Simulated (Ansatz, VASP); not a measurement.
Zn2Sb in VASP and in Ansatz

```xyz
6
Lattice="4.0801 0.0000 0.0000 0.0000 4.0801 0.0000 0.0000 0.0000 6.2254" Properties=species:S:1:pos:R:3 pbc="T T T"
Zn    0.0000    0.0000    0.0000
Zn    2.0400    2.0400    0.0000
Zn    0.0000    2.0400    1.6809
Zn    2.0400    0.0000    4.5445
Sb    0.0000    2.0400    4.3578
Sb    2.0400    0.0000    1.8676
```

Alike in both runs: task single point; functional PBE; k mesh 4 × 4 × 4; occupations gaussian, width 0.1 eV; no spin polarisation.

|  | VASP | Ansatz |
| --- | --- | --- |
| version | VASP 6.6.1 | Ansatz 0.2.0 |
| potentials or method | VASP PAW PBE potentials, release 64 (Zn, Sb) | scalar-relativistic, plane waves, PAW |
| plane-wave cutoff (eV) | 520 | 420 |
| valence electrons in the cell | 58 | 78 |

|  | VASP | Ansatz | Ansatz less VASP |
| --- | --- | --- | --- |
| gap on the k mesh at the Fermi level (eV) | none | none | - |
| pressure (GPa) | 16.9 | 16.6 | -0.33 |
| largest component of the traceless stress (GPa) | 3.14 | 3.09 | -0.050 |
| rms of the force components (eV/Å) | 0.126 | 0.121 | -0.0055 |

Atom by atom the forces differ by 0.006 eV/Å (rms over components). A gap of «none» marks a metal or a gap that the smearing closes. The functional is the same, so the differences come from potentials, cutoffs and numerics. The two sets of potentials don't hold the same shells in valence.

Caveats: the k mesh is coarse (spacing up to 0.38 Å⁻¹), so the values aren't converged; so large a pressure means that the cell lies far from this level's equilibrium, or that cutoff or potentials fall short (VASP). Spin-orbit coupling is left out, which matters for the levels of Sb.
